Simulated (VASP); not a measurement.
The input files of a VASP run:

### INCAR
```
ALGO  =  Normal
EDIFF  =  1E-6
EDIFFG  =  -0.02
ENCUT  =  620
GGA  =  PS
IBRION  =  2
ISIF  =  3
ISMEAR  =  0
LASPH  =  .True.
LCHARG  =  .False.
LMAXMIX  =  4
LREAL  =  .False.
LWAVE  =  .False.
NELM  =  100
NSW  =  40
PREC  =  Accurate
PSTRESS  =  50
SIGMA  =  0.05
SYSTEM  =  CdF2
```

### POSCAR
```
CdF2
1.0
  0.0000000000   2.6597481996   2.6597481996
  2.6597481996   0.0000000000   2.6597481996
  2.6597481996   2.6597481996   0.0000000000
Cd F
1 2
Cartesian
  0.0000000000   0.0000000000   0.0000000000
  1.3298740998   1.3298740998   1.3298740998
  3.9896222994   3.9896222994   3.9896222994
```

File KPOINTS:
```
Automatic mesh
0
Gamma
7 7 7
0 0 0
```

POTCAR, in this order: Cd F (PBE.64 set). Program: vasp_std.

Question: Write an equivalent input for Quantum ESPRESSO's pw.x.

Answer: One equivalent input (not run):
```
&CONTROL
  calculation = 'vc-relax'
  pseudo_dir = './pseudo'
  outdir = './out'
  tprnfor = .true.
  tstress = .true.
  nstep = 40
  forc_conv_thr = 0.00078
/
&SYSTEM
  ibrav = 0
  nat = 3
  ntyp = 2
  ecutwfc = 102
  occupations = 'smearing'
  smearing = 'gaussian'
  degauss = 0.003675
  input_dft = 'pbesol'
/
&ELECTRONS
  conv_thr = 7.3e-08
  electron_maxstep = 100
/
&IONS
/
&CELL
  press = 50
/
ATOMIC_SPECIES
  Cd 112.414 Cd.upf
  F 18.998 F.upf
CELL_PARAMETERS angstrom
    -0.0000000    2.6597482    2.6597482
     2.6597482   -0.0000000    2.6597482
     2.6597482    2.6597482    0.0000000
ATOMIC_POSITIONS crystal
  Cd   0.0000000  0.0000000  0.0000000
  F    0.2500000  0.2500000  0.2500000
  F    0.7500000  0.7500000  0.7500000
K_POINTS automatic
  7 7 7 0 0 0
```
Limits of the translation: the potentials are each code's own (VASP's PAW set, PseudoDojo norm-conserving files in pw.x), so ENCUT and ecutwfc are chosen apart and not converted; conv_thr bounds pw.x's estimated SCF error, while EDIFF bounds the energy change between steps; forc_conv_thr acts on force components and is met together with etot_conv_thr.

The compound is CdF2 in the fluorite structure. It was relaxed first under an external pressure of 5 GPa.
